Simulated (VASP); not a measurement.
**BaZrO3: the relaxed cell at several levels**

Aim: relax BaZrO3 at several levels and hold each cell against experiment. The levels: PBE, LDA, r2SCAN and PBE + D3(BJ). The start is a cell from a database of measured crystal structures.

Calculated with VASP 6.6.1; PBE; plane waves and PAW (Ba_sv, Zr_sv, O), in the first sound run; inputs show where later runs differ.

The experiments to compare with:

“Excitation-Dependent Photoluminescence of BaZrO3:Eu3+ Crystals” (2022, pmc:9457899) reports for BaZrO3, cubic perovskite, by XRD Rietveld refinement (undoped submicron crystals from molten salt synthesis): lattice constant a (a, undoped) 4.1947 ± 0.0002 Å [submicron molten-salt powder; measurement temperature not stated].

### 1. Set-up

Before any relaxation, the start is as follows. It takes space group Pm-3m (No. 221, cubic). The conventional cell has a = 4.191 Å, b = 4.191 Å, c = 4.191 Å, α = 90.00°, β = 90.00°, γ = 90.00°. Nearest to Ba lie 12 O at 2.96 Å. Nearest to Zr lie 6 O at 2.10 Å. Nearest to O lie 2 Zr at 2.10 Å and 4 Ba at 2.96 Å. Farther neighbours and most contacts between anions are not listed.

### 2. Relaxation with PBE

The start need not lie at this functional's minimum. ISIF = 3 frees volume, shape and positions, and EDIFFG sets the threshold on forces and stress at which the search stops. PBE, the usual starting point, adds the gradient of the density.

Contents of INCAR:

```
SYSTEM = BaZrO3
PREC = Accurate
ENCUT = 560
EDIFF = 1E-06
NELM = 100
ISMEAR = -1
SIGMA = 0.05
LREAL = .FALSE.
ALGO = Normal
GGA = PE
NBANDS = 26
LASPH = .TRUE.
LORBIT = 11
LWAVE = .FALSE.
LCHARG = .FALSE.
KPAR = 2
IBRION = 2
NSW = 60
ISIF = 3
EDIFFG = -0.01
```

Contents of POSCAR:

```
BaZrO3
1.0
    4.1913400000      0.0000000000      0.0000000000
    0.0000000000      4.1913400000      0.0000000000
    0.0000000000      0.0000000000      4.1913400000
Ba Zr O
1 1 3
Direct
    0.0000000000      0.0000000000      0.0000000000
    0.5000000000      0.5000000000      0.5000000000
    0.0000000000      0.5000000000      0.5000000000
    0.5000000000      0.0000000000      0.5000000000
    0.5000000000      0.5000000000      0.0000000000
```

Contents of KPOINTS:

```
Automatic mesh
0
Gamma
5 5 5
0 0 0
```

The projector-augmented-wave data sets are Ba_sv, Zr_sv and O (PBE family, release 64).

Command:

```sh
$ mpirun -np 2 vasp_std
```

What it wrote:

```text
[banner, memory and clock lines left out]
running    2 mpi-ranks, on    1 nodes
 distrk:  each k-point on    1 cores,    2 groups
 distr:  one band on    1 cores,    1 groups

 POSCAR found type information on POSCAR BaZrO
 POSCAR found :  3 types and       5 ions
 LDA part: xc-table for (Slater+PW92), standard interpolation
 POSCAR, INCAR and KPOINTS ok, starting setup
 FFT: planning ... GRIDC
 FFT: planning ... GRID_SOFT
 FFT: planning ... GRID
 WAVECAR not read
 entering main loop
       N       E                     dE             d eps       ncg     rms          rms(c)
DAV:   1     0.324485845939E+03    0.32449E+03   -0.22953E+04   520   0.160E+03
DAV:   2    -0.278776311023E+02   -0.35236E+03   -0.34307E+03   648   0.380E+02
DAV:   3    -0.485541501348E+02   -0.20677E+02   -0.20605E+02   792   0.882E+01
DAV:   4    -0.492478517173E+02   -0.69370E+00   -0.69296E+00   734   0.122E+01
DAV:   5    -0.492593170405E+02   -0.11465E-01   -0.11464E-01   716   0.127E+00    0.289E+01
DAV:   6    -0.417564576769E+02    0.75029E+01   -0.41575E+01   594   0.413E+01    0.128E+01
DAV:   7    -0.417039816800E+02    0.52476E-01   -0.29881E+00   716   0.991E+00    0.783E+00
DAV:   8    -0.416887830257E+02    0.15199E-01   -0.33703E-01   646   0.459E+00    0.693E-01
DAV:   9    -0.416857696683E+02    0.30134E-02   -0.54231E-02   724   0.139E+00    0.504E-01
DAV:  10    -0.416876636968E+02   -0.18940E-02   -0.15117E-02   710   0.108E+00    0.253E-01
DAV:  11    -0.416872844899E+02    0.37921E-03   -0.20523E-03   680   0.390E-01    0.376E-02
DAV:  12    -0.416873403693E+02   -0.55879E-04   -0.17496E-04   630   0.984E-02    0.322E-02
DAV:  13    -0.416873402692E+02    0.10012E-06   -0.24050E-05   780   0.301E-02    0.543E-03
DAV:  14    -0.416873404638E+02   -0.19463E-06   -0.17487E-06   514   0.106E-02
   1 F= -.41687340E+02 E0= -.41687340E+02  d E =-.416873E+02
 curvature:   0.00 expect dE= 0.000E+00 dE for cont linesearch  0.000E+00
 trial: gam= 0.00000 g(F)=  0.000E+00 g(S)=  0.155E+00 ort = 0.000E+00 (trialstep = 0.100E+01)
 search vector abs. value=  0.155E+00
 bond charge predicted
       N       E                     dE             d eps       ncg     rms          rms(c)
DAV:   1    -0.427086535008E+02   -0.10213E+01   -0.32052E+01   552   0.451E+01    0.101E+01
DAV:   2    -0.418777098630E+02    0.83094E+00   -0.40502E+00   600   0.122E+01    0.392E+00
DAV:   3    -0.416907181569E+02    0.18699E+00   -0.53775E-01   656   0.520E+00    0.116E+00
DAV:   4    -0.416722968289E+02    0.18421E-01   -0.22623E-01   796   0.244E+00    0.827E-01
DAV:   5    -0.416772981824E+02   -0.50014E-02   -0.83525E-03   742   0.533E-01    0.468E-01
DAV:   6    -0.416819645265E+02   -0.46663E-02   -0.11530E-02   838   0.583E-01    0.690E-02
DAV:   7    -0.416820911883E+02   -0.12666E-03   -0.87181E-04   690   0.166E-01    0.558E-02
DAV:   8    -0.416821422251E+02   -0.51037E-04   -0.20010E-04   670   0.911E-02    0.757E-03
DAV:   9    -0.416821426194E+02   -0.39430E-06   -0.11876E-05   750   0.187E-02    0.444E-03
DAV:  10    -0.416821426587E+02   -0.39327E-07   -0.28603E-06   470   0.127E-02
   2 F= -.41682143E+02 E0= -.41682143E+02  d E =0.519781E-02
 trial-energy change:    0.005198  1 .order    0.001188   -0.155157    0.157534
 step:   0.4770(harm=  0.4962)  dis= 0.00000  next Energy=   -41.723911 (dE=-0.366E-01)
 bond charge predicted
       N       E                     dE             d eps       ncg     rms          rms(c)
DAV:   1    -0.420158727355E+02   -0.33373E+00   -0.89486E+00   538   0.237E+01    0.545E+00
DAV:   2    -0.417715458785E+02    0.24433E+00   -0.10766E+00   558   0.642E+00    0.195E+00
DAV:   3    -0.417240688191E+02    0.47477E-01   -0.14141E-01   658   0.281E+00    0.521E-01
DAV:   4    -0.417207400205E+02    0.33288E-02   -0.41161E-02   858   0.101E+00    0.433E-01
DAV:   5    -0.417222975511E+02   -0.15575E-02   -0.16570E-03   760   0.248E-01    0.207E-01
DAV:   6    -0.417233693583E+02   -0.10718E-02   -0.25920E-03   760   0.242E-01    0.460E-02
DAV:   7    -0.417234321203E+02   -0.62762E-04   -0.94562E-05   700   0.586E-02    0.192E-02
DAV:   8    -0.417234481417E+02   -0.16021E-04   -0.29300E-05   650   0.339E-02    0.338E-03
DAV:   9    -0.417234481498E+02   -0.81791E-08   -0.11405E-06   398   0.651E-03
   3 F= -.41723448E+02 E0= -.41723448E+02  d E =-.361077E-01
 curvature:  -0.25 expect dE=-0.458E-06 dE for cont linesearch -0.458E-06
 trial: gam= 0.00000 g(F)=  0.233E-64 g(S)=  0.185E-05 ort =-0.536E-03 (trialstep = 0.895E+00)
 search vector abs. value=  0.185E-05
 reached required accuracy - stopping structural energy minimisation
```

The job ended after 21 s (2 MPI ranks of Intel Xeon Platinum 8488C (Sapphire Rapids), shared host; peak memory 0.38 GiB).

The logs omit lines about the potential files and the build; timing stands in the text.

Parts of OUTCAR (step 2):

```text
ion  position               nearest neighbor table
   1  0.000  0.000  0.000-   3 2.96   4 2.96   5 2.96   3 2.96   4 2.96   3 2.96   5 2.96   3 2.96
                             4 2.96   5 2.96   4 2.96   5 2.96   2 3.63   2 3.63   2 3.63   2 3.63
   2  0.500  0.500  0.500-   3 2.10   4 2.10   5 2.10   5 2.10   4 2.10   3 2.10   1 3.63   1 3.63
                             1 3.63   1 3.63   1 3.63   1 3.63   1 3.63   1 3.63
   3  0.000  0.500  0.500-   2 2.10   2 2.10   1 2.96   1 2.96   1 2.96   1 2.96
   4  0.500  0.000  0.500-   2 2.10   2 2.10   1 2.96   1 2.96   1 2.96   1 2.96
   5  0.500  0.500  0.000-   2 2.10   2 2.10   1 2.96   1 2.96   1 2.96   1 2.96

  LATTYP: Found a simple cubic cell.
 ALAT       =     4.1913400000

 Subroutine GETGRP returns: Found 48 space group operations
 (whereof 48 operations were pure point group operations)

The static configuration has the point symmetry O_h .

 Found     10 irreducible k-points:

   k-points           NKPTS =     10   k-points in BZ     NKDIM =     10   number of bands    NBANDS=     26

   dimension x,y,z NGX =    32 NGY =   32 NGZ =   32
   dimension x,y,z NGXF=    64 NGYF=   64 NGZF=   64

   ENCUT  =  560.0 eV  41.16 Ry    6.42 a.u.   8.09  8.09  8.09*2*pi/ulx,y,z

   NELECT =      40.0000    total number of electrons

 k-points in reciprocal lattice and weights: Automatic mesh
   0.00000000  0.00000000  0.00000000       0.008
   0.20000000  0.00000000  0.00000000       0.048
   0.40000000  0.00000000  0.00000000       0.048
   0.20000000  0.20000000  0.00000000       0.096
   0.40000000  0.20000000  0.00000000       0.192
   0.40000000  0.40000000  0.00000000       0.096
   0.20000000  0.20000000  0.20000000       0.064
   0.40000000  0.20000000  0.20000000       0.192
   0.40000000  0.40000000  0.20000000       0.192
   0.40000000  0.40000000  0.40000000       0.064

 average (electrostatic) potential at core
       1 -33.9300       2 -78.5981       3 -69.5654       4 -69.5654       5 -69.5654

 E-fermi :   4.7319

 k-point     1 :       0.0000    0.0000    0.0000
  band No.  band energies     occupation
    ...
     16       2.6254      2.00000
     17       2.6254      2.00000
     18       3.3080      2.00000
     19       3.3080      2.00000
     20       3.3080      2.00000
     21       6.6828      0.00000
     22       6.6828      0.00000
     23       6.6828      0.00000
     24       8.1781      0.00000
     25       8.1781      0.00000
    ...

 k-point     2 :       0.2000    0.0000    0.0000
  band No.  band energies     occupation
    ...
     16       2.3050      2.00000
     17       2.3714      2.00000
     18       2.5244      2.00000
     19       3.1942      2.00000
     20       3.1942      2.00000
     21       6.8102      0.00000
     22       7.4767      0.00000
     23       7.4767      0.00000
     24       8.7460      0.00000
     25       8.7800      0.00000
    ...

 k-point     3 :       0.4000    0.0000    0.0000
  band No.  band energies     occupation
    ...
     16       1.9282      2.00000
     17       1.9282      2.00000
     18       2.0209      2.00000
     19       3.0834      2.00000
     20       3.0834      2.00000
     21       7.0512      0.00000
     22       8.8050      0.00000
     23       8.8050      0.00000
     24       9.7012      0.00000
     25       9.8782      0.00000
    ...

  Total       -0.0079958     -0.0079958     -0.0079958     -0.0000000     -0.0000000      0.0000000
  in kB       -0.1685395     -0.1685395     -0.1685395     -0.0000000     -0.0000000      0.0000000
  external PRESSURE =      -0.1685395 kB  Pullay stress =       0.0000000 kB

  energy-cutoff  :      560.00
  volume of cell :       76.01
      direct lattice vectors                 reciprocal lattice vectors
     4.236001494 -0.000000000 -0.000000000     0.236071683  0.000000000 -0.000000000
     0.000000000  4.236001494  0.000000000     0.000000000  0.236071683 -0.000000000
     0.000000000  0.000000000  4.236001494     0.000000000 -0.000000000  0.236071683

 POSITION                                       TOTAL-FORCE (eV/Angst)
 -----------------------------------------------------------------------------------
      0.00000      0.00000      0.00000        -0.000000      0.000000      0.000000
      2.11800      2.11800      2.11800         0.000000      0.000000      0.000000
      0.00000      2.11800      2.11800         0.000000      0.000000      0.000000
      2.11800      0.00000      2.11800         0.000000     -0.000000      0.000000
      2.11800      2.11800     -0.00000        -0.000000      0.000000      0.000000
 -----------------------------------------------------------------------------------
    total drift:                                0.000000     -0.000000     -0.000000

  FREE ENERGIE OF THE ION-ELECTRON SYSTEM (eV)
  ---------------------------------------------------
  free  energy   TOTEN  =       -41.7234481498 eV

  energy  without entropy=      -41.7234481498  energy(sigma->0) =      -41.72344815

 reached required accuracy - stopping structural energy minimisation

 total charge
# of ion       s       p       d       tot
------------------------------------------
    1        2.000   5.631   0.254   7.885
    2        2.192   6.075   1.389   9.656
    3        1.558   3.472   0.000   5.030
    4        1.558   3.472   0.000   5.030
    5        1.558   3.472   0.000   5.030
--------------------------------------------------
tot          8.866  22.122   1.643  32.631

[... 3 further parts left out ...]
```

CONTCAR:

```
BaZrO3
   1.00000000000000
     4.2360014935566053   -0.0000000000000000   -0.0000000000000000
     0.0000000000000000    4.2360014935566053    0.0000000000000000
     0.0000000000000000    0.0000000000000000    4.2360014935566053
  Ba              Zr              O
     1     1     3
Direct
     0.0000000000000000    0.0000000000000000    0.0000000000000000
     0.5000000000000000    0.5000000000000000    0.5000000000000000
     0.0000000000000000    0.5000000000000000    0.5000000000000000
     0.5000000000000000    0.0000000000000000    0.5000000000000000
     0.5000000000000000    0.5000000000000000    0.0000000000000000
```

The gap is read on the k-mesh alone, so it is an upper bound where the band edges lie off the mesh. Harder data sets than Ba_sv exist (the GW ones), and pressures, volumes and forces can shift noticeably with them. The run keeps the 48 symmetry operations of its start, so it cannot find a distortion of lower symmetry.

Relaxation path:

```tsv
step	energy less that of the first step (eV)	largest force (eV/Å)	pressure (GPa)	volume (Å³)
1	0.0000	0.0000	5.04	73.63
2	0.0052	0.0000	-4.79	78.68
3	-0.0361	0.0000	-0.02	76.01
```

```tsv
conventional cell, symmetrised	before	after	change
a (Å)	4.191	4.236	+1.1 %
b (Å)	4.191	4.236	+1.1 %
c (Å)	4.191	4.236	+1.1 %
volume (Å³/atom)	14.73	15.20	+3.2 %
```

Final coordinates:

```xyz
5
Lattice="4.2360 0.0000 0.0000 0.0000 4.2360 0.0000 0.0000 0.0000 4.2360" Properties=species:S:1:pos:R:3 pbc="T T T"
Ba    0.0000    0.0000    0.0000
Zr    2.1180    2.1180    2.1180
O     0.0000    2.1180    2.1180
O     2.1180    0.0000    2.1180
O     2.1180    2.1180    0.0000
```

A gap read on the k-mesh alone can miss the band edges.

This step gave:

- electrons: 40
- bands: 26
- irreducible k-points: 10
- symmetry operations: 48
- free energy (TOTEN): -41.72 eV
- Fermi energy: 4.732 eV
- pressure: -0.01685 GPa
- metallic: no
- valence top at k: 0.4, 0.4, 0.4
- conduction bottom at k: 0, 0, 0
- least direct gap at k: 0, 0, 0
- SCF cycles over all ionic steps: 33
- gap on the k-mesh: 3.217 eV
- least direct gap on the k-mesh: 3.375 eV

It ends with forces that vanish by symmetry and a pressure of -0.02 GPa. The volume lies +3.2 % from that of the database's start. The conventional cell has a = 4.236 Å.

(Continued in part 2 of 3.)

[Lines on the potential files, build, host, timing and source positions are cut from VASP's logs without a mark.]

[Logs are printed without paths, hosts, clocks, repeated set-up lines and the standing remarks that a program may print on its own settings, such as how far it seeks lower states.]

[Hosts, paths, dates, database ids (printed as entryN), source tags and the programs' standing remarks are cut or masked in the printed files.]

[A measured line is paired with the nearest computed mode of its activity, which favours agreement.]
